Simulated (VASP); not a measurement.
Input:

```
CELL_PARAMETERS angstrom
      0.00000     2.80909     2.80909
      2.80909     0.00000     2.80909
      2.80909     2.80909     0.00000
ATOMIC_POSITIONS crystal
  K  0.00000 0.00000 0.00000
  Br 0.50000 0.50000 0.50000
```

Level of theory: LDA (Ceperley-Alder, Perdew-Zunger), VASP's LDA PAW potentials (set 64) (plane waves; VASP). Numerical set-up: 500 eV cut-off, 8×8×8 Γ-centred mesh, Gaussian smearing of 0.050 eV, potentials K_sv Br.

Task: What does the run give for the energy per atom (σ→0), pressure, band gap (on the k-mesh) with the smallest direct gap where there is one?

Result: 
```
Item                                          Value
-----------------------------------  --------------
band gap (on the k-mesh)                    4.34 eV
smallest direct gap (on the k-mesh)         4.75 eV
energy per atom (σ→0)                -2.973 eV/atom
pressure                                  20.02 GPa
```

Total energies compare only between runs with the same potentials, cut-off and functional.

The compound is KBr in the rock salt structure. It was relaxed first under an external pressure of 20 GPa.
